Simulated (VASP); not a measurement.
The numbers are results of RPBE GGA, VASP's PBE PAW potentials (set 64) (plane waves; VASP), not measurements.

VASP ran on this input.

### POSCAR
```
Ir
1.0
  0.0000000000   1.9244006124   1.9244006124
  1.9244006124   0.0000000000   1.9244006124
  1.9244006124   1.9244006124   0.0000000000
Ir
1
direct
  0.0000000000   0.0000000000   0.0000000000
```

INCAR:
```
ALGO  =  Normal
EDIFF  =  1E-7
ENCUT  =  520
GGA  =  RP
ISIF  =  2
ISMEAR  =  1
LASPH  =  T
LCHARG  =  F
LMAXMIX  =  6
LREAL  =  F
LWAVE  =  F
NELM  =  100
PREC  =  Accurate
SIGMA  =  0.1
SYSTEM  =  Ir
```

KPOINTS:
```
Automatic mesh
0
Gamma
16 16 16
0 0 0
```

POTCAR, in this order: Ir (PBE.64 set). Program: vasp_std.

Output of the run:

OSZICAR:
```
       N       E                     dE             d eps       ncg     rms          rms(c)
DAV:   1     0.465186596907E+02    0.46519E+02   -0.45137E+03  2336   0.103E+03
DAV:   2    -0.804221994834E+01   -0.54561E+02   -0.52988E+02  2344   0.212E+02
DAV:   3    -0.867546630361E+01   -0.63325E+00   -0.63251E+00  3264   0.313E+01
DAV:   4    -0.867977878862E+01   -0.43125E-02   -0.43119E-02  2976   0.189E+00
DAV:   5    -0.867981380030E+01   -0.35012E-04   -0.35012E-04  3464   0.107E-01    0.147E+01
DAV:   6    -0.825409555099E+01    0.42572E+00   -0.88197E-01  2712   0.133E+01    0.626E+00
DAV:   7    -0.817232749031E+01    0.81768E-01   -0.29655E-01  3016   0.720E+00    0.158E+00
DAV:   8    -0.816670774151E+01    0.56197E-02   -0.28906E-03  2560   0.872E-01    0.262E-01
DAV:   9    -0.816648383457E+01    0.22391E-03   -0.36860E-04  3224   0.308E-01    0.153E-02
DAV:  10    -0.816649166294E+01   -0.78284E-05   -0.38681E-06  2976   0.198E-02    0.217E-03
DAV:  11    -0.816649158925E+01    0.73689E-07   -0.55700E-08  2712   0.311E-03
   1 F= -.81664916E+01 E0= -.81663769E+01  d E =-.344192E-03
```

OUTCAR:
```
------------------------ aborting loop because EDIFF is reached ----------------------------------------
  FORCE on cell =-STRESS in cart. coord.  units (eV):
  Direction    XX          YY          ZZ          XY          YZ          ZX
  --------------------------------------------------------------------------------------
  Total        0.9835227      0.9835227      0.9835227      0.0000000      0.0000000     -0.0000000
  in kB      110.5550342    110.5550342    110.5550342      0.0000000      0.0000000     -0.0000000
  external PRESSURE =     110.5550342 kB  Pullay stress =       0.0000000 kB
  volume of cell :       14.25
      direct lattice vectors                 reciprocal lattice vectors
     0.000000000  1.924400612  1.924400612    -0.259821160  0.259821160  0.259821160
     1.924400612  0.000000000  1.924400612     0.259821160 -0.259821160  0.259821160
     1.924400612  1.924400612  0.000000000     0.259821160  0.259821160 -0.259821160
 POSITION                                       TOTAL-FORCE (eV/Angst)
 -----------------------------------------------------------------------------------
      0.00000      0.00000      0.00000         0.000000      0.000000      0.000000
 -----------------------------------------------------------------------------------
    total drift:                                0.000000     -0.000000     -0.000000
  FREE ENERGIE OF THE ION-ELECTRON SYSTEM (eV)
  ---------------------------------------------------
  free  energy   TOTEN  =        -8.1664915893 eV

  energy  without entropy=       -8.1661473977  energy(sigma->0) =       -8.16637686
```
(Selected blocks of OUTCAR.)

The compound is Ir in the fcc structure. This cell is one point of a volume scan, at 0.97 of the reference volume.
